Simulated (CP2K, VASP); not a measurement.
An input for CP2K (PBEsol, GPW, DZVP-MOLOPT-SR-GTH basis, GTH-PBE potentials (GTH_POTENTIALS)):

```
&GLOBAL
  PROJECT run
  RUN_TYPE ENERGY_FORCE
  PRINT_LEVEL LOW
&END GLOBAL
&FORCE_EVAL
  METHOD Quickstep
  STRESS_TENSOR ANALYTICAL
  &DFT
    BASIS_SET_FILE_NAME BASIS_MOLOPT
    POTENTIAL_FILE_NAME GTH_POTENTIALS
    &QS
      METHOD GPW
      EPS_DEFAULT 1E-10
    &END QS
    &MGRID
      CUTOFF 600
      REL_CUTOFF 50
      NGRIDS 5
    &END MGRID
    &SCF
      SCF_GUESS ATOMIC
      EPS_SCF 1E-6
      MAX_SCF 100
      ADDED_MOS 9
      &DIAGONALIZATION
        ALGORITHM STANDARD
      &END DIAGONALIZATION
      &MIXING
        METHOD BROYDEN_MIXING
        ALPHA 0.2
        NBUFFER 12
        BETA 1
      &END MIXING
      &SMEAR ON
        METHOD FERMI_DIRAC
        ELECTRONIC_TEMPERATURE [K] 1160.45
      &END SMEAR
    &END SCF
    &KPOINTS
      SCHEME MONKHORST-PACK 8 8 8
      GAMMA_CENTERED T
    &END KPOINTS
    &XC
      &XC_FUNCTIONAL
        &PBE
          PARAMETRIZATION PBESOL
        &END PBE
      &END XC_FUNCTIONAL
    &END XC
    &PRINT
      &MO
        EIGENVALUES T
        OCCUPATION_NUMBERS T
        NDIGITS 8
        FILENAME mo
        &EACH
          QS_SCF 0
        &END EACH
        ADD_LAST NUMERIC
      &END MO
      &MULLIKEN OFF
      &END MULLIKEN
    &END PRINT
  &END DFT
  &SUBSYS
    &CELL
      ABC 5.64410100 5.64410018 5.64410120
      ALPHA_BETA_GAMMA 139.91242374 139.91242381 57.98629784
      PERIODIC XYZ
    &END CELL
    &COORD
      SCALED
      Ca       0.00000000     0.00000000     0.00000000
      Co       0.25000000     0.75000000     0.50000000
      Co       0.75000000     0.25000000     0.50000000
      Si       0.63375000     0.63375000     0.00000000
      Si       0.36625000     0.36625000     0.00000000
    &END COORD
    &KIND Ca
      BASIS_SET DZVP-MOLOPT-SR-GTH-q10
      POTENTIAL GTH-PBE-q10
    &END KIND
    &KIND Co
      BASIS_SET DZVP-MOLOPT-SR-GTH-q17
      POTENTIAL GTH-PBE-q17
    &END KIND
    &KIND Si
      BASIS_SET DZVP-MOLOPT-SR-GTH-q4
      POTENTIAL GTH-PBE-q4
    &END KIND
  &END SUBSYS
  &PRINT
    &FORCES ON
    &END FORCES
    &STRESS_TENSOR ON
    &END STRESS_TENSOR
  &END PRINT
&END FORCE_EVAL
```

Problem. Write the VASP files for the same calculation.

Solution. One set of files that does it:

File KPOINTS:
```
Automatic mesh
0
Gamma
8 8 8
0 0 0
```

File POSCAR:
```
Ca(CoSi)2
1
   -1.9344490000     1.9344490000     4.9367690000
    1.9344490000    -1.9344490000     4.9367690000
    1.9344490000     1.9344490000    -4.9367690000
Ca Co Si
1 2 2
Direct
  0.0000000000   0.0000000000   0.0000000000
  0.2500000000   0.7500000000   0.5000000000
  0.7500000000   0.2500000000   0.5000000000
  0.6337500000   0.6337500000   0.0000000000
  0.3662500000   0.3662500000   0.0000000000
```

**INCAR**
```
SYSTEM = Ca(CoSi)2
PREC = Accurate
ENCUT = 300
EDIFF = 1E-6
NELM = 100
ALGO = Normal
LREAL = .FALSE.
LASPH = .TRUE.
ISMEAR = -1
SIGMA = 0.1
GGA = PS
LMAXMIX = 4
LWAVE = .FALSE.
LCHARG = .FALSE.
ISIF = 2
```

POTCAR, in this order: Ca_sv Co Si (PBE.64 set). Program: vasp_std.

The two runs describe the same crystal, functional and task. Each code takes its own potentials, basis and convergence tests.

The structure comes from a computed database's CaCo2Si2 entry (I4/mmm); how it stands against other phases isn't given here. The cell was not relaxed at this level, and it may have been scaled.
